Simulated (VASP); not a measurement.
Input:

```xyz
2
Lattice="0.0000 3.2581 3.2581 3.2581 0.0000 3.2581 3.2581 3.2581 0.0000" Properties=species:S:1:pos:R:3 pbc="T T T"
Hg     0.0000     0.0000     0.0000
Te     1.6291     1.6291     1.6291
```

Calculation: PBEsol GGA, VASP's PBE PAW potentials (set 64) (plane waves; VASP). Numerical set-up: 500 eV cut-off, 10×10×10 Γ-centred mesh, first-order Methfessel-Paxton smearing of 0.10 eV, potentials Hg Te.

Energy and stress use the plane-wave basis of the starting cell.

Question: The ions, cell shape and volume at an external pressure of 5.0 GPa are relaxed. Give the cell that the relaxation ends in.

Answer: 
```xyz
2
Lattice="0.0000 3.1587 3.1587 3.1587 0.0000 3.1587 3.1587 3.1587 0.0000" Properties=species:S:1:pos:R:3 pbc="T T T"
Hg     0.0000     0.0000     0.0000
Te     1.5793     1.5793     1.5793
```
Space group F-43m (216), at a tolerance of 0.03 Å.

Question: How do energy and volume change from the first to the last step?

Answer: The energy (σ→0) changes by +42.9 meV/atom and the volume by -8.9 %, in 3 ionic steps.

The structure was generated: HgTe was put into the zinc blende type (F-43m), which need not be its known phase. This run relaxes it under an external pressure of 5 GPa. Symmetry was kept, so distortions that lower it aren't found.
